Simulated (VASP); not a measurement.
Input:

```xyz
6
Lattice="4.7058 0.0000 0.0000 0.0000 4.7058 0.0000 0.0000 0.0000 3.1340" Properties=species:S:1:pos:R:3 pbc="T T T"
Zn     4.7058     0.0000     0.0000
Zn     2.3529     2.3529     1.5670
F      1.4268     1.4268     0.0000
F      3.7797     0.9261     1.5670
F      0.9261     3.7797     1.5670
F      3.2791     3.2791     0.0000
```

Calculation: r2SCAN meta-GGA, VASP's PBE PAW potentials (set 64) (plane waves; VASP). Settings: 520 eV cut-off, 5×5×8 Γ-centred mesh, tetrahedra with Blöchl corrections, potentials Zn F.

### Question
Predict the energy per atom (σ→0), band gap (over mesh and band path) with the smallest direct gap where there is one.

### Answer

```json
{
 "band gap (over mesh and band path)": "4.21 eV",
 "smallest direct gap (over mesh and band path)": "4.21 eV",
 "energy per atom (σ→0)": "-7.611 eV/atom"
}
```

Only differences to runs with the same potentials and settings are physical.

The compound is ZnF2 in the rutile structure. It was relaxed first.
